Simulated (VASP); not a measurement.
**Ge: energy against strain**

Ge (diamond, Fd-3m, 22.123 Å³/atom and stress up to 0.22 GPa in the relaxed cell, cube axes along x, y and z) under a strain ε along a cube axis (axis z), the other axes held. LDA in VASP (plane waves, PAW), 480 eV, 10×10×10 Γ-centred mesh, Gaussian smearing 0.05 eV; ions are relaxed, or left where forces stay under 0.02 eV/Å, within the symmetry of each cell.

Here s stands for strain and y for E less E0.

```csv
strain (%),E less E0 (meV/atom)
-1.50,2.81
-1.00,1.43
-0.50,0.50
0.00,0.00
0.50,-0.07
1.00,0.24
1.50,0.97
3.00,?
```

Fit y against s with a parabola, and predict the withheld value at s = 3.00.

Least squares gives y = 0.001 - 0.6050·s + 0.8386·s². Residuals (row less fit): 0.015, -0.015, -0.013, -0.001, 0.022, 0.005, -0.010; standard error 0.017 (degrees of freedom: 4). Twice the quadratic coefficient over the volume, 2 × 0.8386 meV × 10⁴ × 0.1602 / 22.123 Å³, is the elastic constant C11 = 121 ± 1 GPa (± standard error of the fit, which holds the terms cut off). At the withheld row, y = 0.001 - 0.6050 × 3.0 + 0.8386 × 3.0² = 5.733 meV/atom. The calculation gives 5.56 meV/atom, 0.173 meV/atom below the prediction (3.1 % of the range of y in the table). The row lies outside the fitted rows, so this is an extrapolation. From the scatter of the fitted rows alone, a prediction at this place has a standard error of 0.067 meV/atom, so the miss is 2.6 times that.

A polynomial of degree 3 through the 12 other runs of the series gives 5.52 there, so most of the miss is curvature that the fit leaves out. This level leaves no gap over 0.05 eV at strain 0.50, 1.00, 1.50, 3.00 %. Rows are the converged runs of the series near zero and its far end; series whose fitted rows scatter by over a few per cent of the range, as at a crossing or softening among them, aren't shown in this form, nor equations of state whose B0' disagrees with the runs' pressures. Most that stay on the fit to the last digits aren't either.
